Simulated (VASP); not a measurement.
Consider the following.

```xyz
2
Lattice="0.0000 2.1221 2.1221 2.1221 0.0000 2.1221 2.1221 2.1221 0.0000" Properties=species:S:1:pos:R:3 pbc="T T T"
Ti     0.0000     0.0000     0.0000
C      2.1221     2.1221     2.1221
```

These are r2SCAN meta-GGA, VASP's PBE PAW potentials (set 64) (plane waves; VASP 6.6.1) values and carry that method's errors. Settings: 520 eV cut-off, 14×14×14 Γ-centred mesh, first-order Methfessel-Paxton smearing of 0.10 eV, potentials Ti_sv C.

Q: Predict the energy per atom (σ→0), pressure, band gap (on the k-mesh) with the smallest direct gap where there is one.

A: 
```yaml
band gap (on the k-mesh): none (metal, semimetal or under 0.01 eV)
energy per atom (σ→0): -12.401 eV/atom
pressure: 18.34 GPa
```

The compound is TiC in the rock salt structure. This cell is one point of a volume scan, at 0.94 of the reference volume.
